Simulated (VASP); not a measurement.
Here is the system:

```
CELL_PARAMETERS angstrom
      3.18329     0.00000     0.00000
      0.00000     3.18329     0.00000
      0.00000     0.00000     3.18329
ATOMIC_POSITIONS crystal
  Zr 0.00000 0.00000 0.00000
  S  0.50000 0.50000 0.50000
```

The numbers are results of PBEsol GGA, VASP's PBE PAW potentials (set 64) (plane waves; VASP), not measurements. Numerical set-up: 400 eV cut-off, Gaussian smearing of 0.050 eV, potentials Zr_sv S.

Task: Give the energies of bands 6 to 12 at the high-symmetry points, in eV from the Fermi level.

Result: 
```csv
band,Γ,X,M,R
6,-3.08,-8.49,-6.12,-7.67
7,-3.08,-4.00,-6.12,-7.67
8,-2.86,-4.00,-2.52,-7.67
9,-2.86,-1.74,-2.01,3.44
10,-2.86,3.17,0.20,3.44
11,2.50,3.59,0.20,3.44
12,2.50,4.11,0.94,4.96
```

It has no gap at this level: it comes out as a metal or semimetal.

The structure was generated: ZrS was put into the CsCl type type (Pm-3m), which need not be its known phase. It was relaxed first, which changed the volume by -33 %.
